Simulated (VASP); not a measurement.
VASP input:

### POSCAR
```
NiO
1
    4.1800000000     2.0900000000     2.0900000000
    2.0900000000     4.1800000000     2.0900000000
    2.0900000000     2.0900000000     4.1800000000
Ni O
2 2
Direct
  0.0000000000   0.0000000000   0.0000000000
  0.5000000000   0.5000000000   0.5000000000
  0.2500000000   0.2500000000   0.2500000000
  0.7500000000   0.7500000000   0.7500000000
```

### KPOINTS
```
k-points along high-symmetry lines
5
Line-mode
Reciprocal
  0.000000   0.000000   0.000000 ! GAMMA
  0.500000   0.500000   0.500000 ! T

  0.500000   0.500000   0.500000 ! T
  0.812500   0.187500   0.500000 ! H_2

  0.500000  -0.187500   0.187500 ! H_0
  0.500000  -0.000000  -0.000000 ! L

  0.500000  -0.000000  -0.000000 ! L
  0.000000   0.000000   0.000000 ! GAMMA

  0.000000   0.000000   0.000000 ! GAMMA
  0.343750  -0.343750   0.000000 ! S_0

  0.656250   0.000000   0.343750 ! S_2
  0.500000   0.000000   0.500000 ! F

  0.500000   0.000000   0.500000 ! F
  0.000000   0.000000   0.000000 ! GAMMA
```

### INCAR
```
SYSTEM = NiO
PREC = Accurate
ENCUT = 520
EDIFF = 1E-6
NELM = 100
ALGO = Normal
LREAL = .FALSE.
LASPH = .TRUE.
ISMEAR = 0
SIGMA = 0.05
GGA = PE
LMAXMIX = 4
ISPIN = 2
MAGMOM = 2.0 -2.0 0.0 0.0
LORBIT = 10
LWAVE = .FALSE.
LCHARG = .FALSE.
ISIF = 2
```

POTCAR, in this order: Ni O (PBE.64 set). Program: vasp_std.

The run wrote:

standard output:
```
 POSCAR found type information on POSCAR NiO
 POSCAR found :  2 types and       4 ions
 Reading from existing POTCAR
 Reading from existing POTCAR
 LDA part: xc-table for (Slater+PW92), standard interpolation
 POSCAR, INCAR and KPOINTS ok, starting setup
 WAVECAR not read
 entering main loop
       N       E                     dE             d eps       ncg     rms          rms(c)
DAV:   1     0.258396805950E+03    0.25840E+03   -0.15964E+04  2864   0.211E+03
DAV:   2     0.295710919064E+01   -0.25544E+03   -0.23726E+03  2908   0.409E+02
DAV:   3    -0.263670749106E+02   -0.29324E+02   -0.27929E+02  3176   0.157E+02
DAV:   4    -0.273486562444E+02   -0.98158E+00   -0.97217E+00  3172   0.294E+01
DAV:   5    -0.273775542953E+02   -0.28898E-01   -0.28871E-01  3412   0.477E+00    0.217E+01
DAV:   6    -0.261112342211E+02    0.12663E+01   -0.66862E+01  4196   0.128E+02    0.284E+01
DAV:   7    -0.223227145031E+02    0.37885E+01   -0.12084E+01  3564   0.100E+02    0.867E+00
DAV:   8    -0.226549521757E+02   -0.33224E+00   -0.32461E+00  3120   0.145E+01    0.590E+00
DAV:   9    -0.225894700227E+02    0.65482E-01   -0.12224E-01  4436   0.722E+00    0.127E+00
DAV:  10    -0.226046047814E+02   -0.15135E-01   -0.52081E-02  3876   0.260E+00    0.533E-01
DAV:  11    -0.226033515189E+02    0.12533E-02   -0.48486E-03  4468   0.152E+00    0.145E-01
DAV:  12    -0.226035169569E+02   -0.16544E-03   -0.18861E-03  4044   0.464E-01    0.571E-02
DAV:  13    -0.226035227827E+02   -0.58259E-05   -0.60048E-05  3044   0.938E-02    0.362E-02
DAV:  14    -0.226035293807E+02   -0.65980E-05   -0.63136E-05  3260   0.768E-02    0.181E-02
DAV:  15    -0.226035293438E+02    0.36938E-07   -0.44292E-06  2948   0.278E-02
   1 F= -.22603529E+02 E0= -.22603529E+02  d E =-.187812E-11  mag=    -0.0000
```

File OUTCAR:
```
------------------------ aborting loop because EDIFF is reached ----------------------------------------
  FORCE on cell =-STRESS in cart. coord.  units (eV):
  Direction    XX          YY          ZZ          XY          YZ          ZX
  --------------------------------------------------------------------------------------
  Total        0.0786974      0.0786974      0.0786974     -0.1576259     -0.1576259     -0.1576259
  in kB        3.4528072      3.4528072      3.4528072     -6.9157505     -6.9157505     -6.9157505
  external PRESSURE =       3.4528072 kB  Pullay stress =       0.0000000 kB
  volume of cell :       36.52
      direct lattice vectors                 reciprocal lattice vectors
     4.180000000  2.090000000  2.090000000     0.358851675 -0.119617225 -0.119617225
     2.090000000  4.180000000  2.090000000    -0.119617225  0.358851675 -0.119617225
     2.090000000  2.090000000  4.180000000    -0.119617225 -0.119617225  0.358851675
 POSITION                                       TOTAL-FORCE (eV/Angst)
 -----------------------------------------------------------------------------------
      0.00000      0.00000      0.00000        -0.000000     -0.000000      0.000000
      4.18000      4.18000      4.18000         0.000000      0.000000     -0.000000
      2.09000      2.09000      2.09000        -0.000000     -0.000000      0.000000
      6.27000      6.27000      6.27000         0.000000      0.000000     -0.000000
 -----------------------------------------------------------------------------------
    total drift:                                0.000000     -0.000000     -0.000000
  FREE ENERGIE OF THE ION-ELECTRON SYSTEM (eV)
  ---------------------------------------------------
  free  energy   TOTEN  =       -22.6035293438 eV

  energy  without entropy=      -22.6035293438  energy(sigma->0) =      -22.60352934

 total charge

# of ion       s       p       d       tot
------------------------------------------
    1        0.336   0.356   8.310   9.003
    2        0.336   0.356   8.310   9.003
    3        1.539   3.441   0.000   4.980
    4        1.539   3.441   0.000   4.980
--------------------------------------------------
tot          3.751   7.594  16.621  27.965

 magnetization (x)

# of ion       s       p       d       tot
------------------------------------------
    1       -0.005  -0.014   1.256   1.237
    2        0.005   0.014  -1.256  -1.237
    3        0.000   0.000   0.000   0.000
    4        0.000   0.000   0.000   0.000
--------------------------------------------------
tot          0.000   0.000   0.000   0.000
```
(Selected blocks of OUTCAR.)

Q: The run ends quietly. Is anything wrong with it?

A: The cause: a line-mode KPOINTS file was used for a self-consistent run. The run ends without an error. Against the sound run, the energy per atom (σ→0) increases by 0.221 eV/atom; the pressure falls by 1.25 GPa. To mend it, correct KPOINTS.
KPOINTS:
```
Automatic mesh
0
Gamma
7 7 7
0 0 0
```
The mended run (PBE GGA, plane waves, VASP's PBE PAW potentials (set 64)) converges, and its OSZICAR ends with
```
   1 F= -.23485627E+02 E0= -.23485627E+02  d E =-.159329E-10  mag=     0.0000
```

The compound is NiO in the rock salt, AFM-II order structure. The cell was not relaxed at this level.
